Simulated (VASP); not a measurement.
OSZICAR of a VASP run on SiO2 (space group I-42d):

File OSZICAR:
```
       N       E                     dE             d eps       ncg     rms          rms(c)
DAV:   1     0.183450648473E+03    0.18345E+03   -0.14467E+04  3016   0.115E+03
DAV:   2    -0.425826960468E+02   -0.22603E+03   -0.21985E+03  4220   0.298E+02
DAV:   3    -0.551501406296E+02   -0.12567E+02   -0.12534E+02  3568   0.805E+01
DAV:   4    -0.553014319653E+02   -0.15129E+00   -0.15109E+00  3616   0.963E+00
DAV:   5    -0.553043501789E+02   -0.29182E-02   -0.29173E-02  3472   0.132E+00    0.204E+01
DAV:   6    -0.495122239493E+02    0.57921E+01   -0.24095E+01  3468   0.322E+01    0.983E+00
DAV:   7    -0.494445999844E+02    0.67624E-01   -0.62574E-01  3660   0.498E+00    0.377E+00
DAV:   8    -0.494209390161E+02    0.23661E-01   -0.37799E-02  3468   0.180E+00    0.113E+00
DAV:   9    -0.494257584859E+02   -0.48195E-02   -0.13132E-02  3292   0.101E+00    0.301E-01
DAV:  10    -0.494281963038E+02   -0.24378E-02   -0.36277E-03  3364   0.396E-01    0.882E-02
DAV:  11    -0.494281444609E+02    0.51843E-04   -0.13311E-03  3588   0.254E-01    0.289E-02
DAV:  12    -0.494281552182E+02   -0.10757E-04   -0.12851E-04  3384   0.817E-02    0.157E-02
DAV:  13    -0.494281577651E+02   -0.25469E-05   -0.34613E-06  2980   0.147E-02    0.518E-03
DAV:  14    -0.494281581286E+02   -0.36352E-06   -0.12118E-06  2288   0.813E-03
   1 F= -.49428158E+02 E0= -.49428158E+02  d E =-.343159E-23
```

Problem. Which electronic solver shows in the log?

Solution. It is blocked Davidson (ALGO = Normal, or the opening steps of other solvers). The INCAR had ALGO = Normal.

Problem. Can the final energy be trusted as converged?

Solution. The run converged. It stopped with EDIFF = 1E-6, NELM = 100 (PBEsol GGA, plane waves, VASP's PBE PAW potentials (set 64)).

The structure comes from a computed database's SiO2 entry (I-42d); how it stands against other phases isn't given here. The cell was not relaxed at this level.
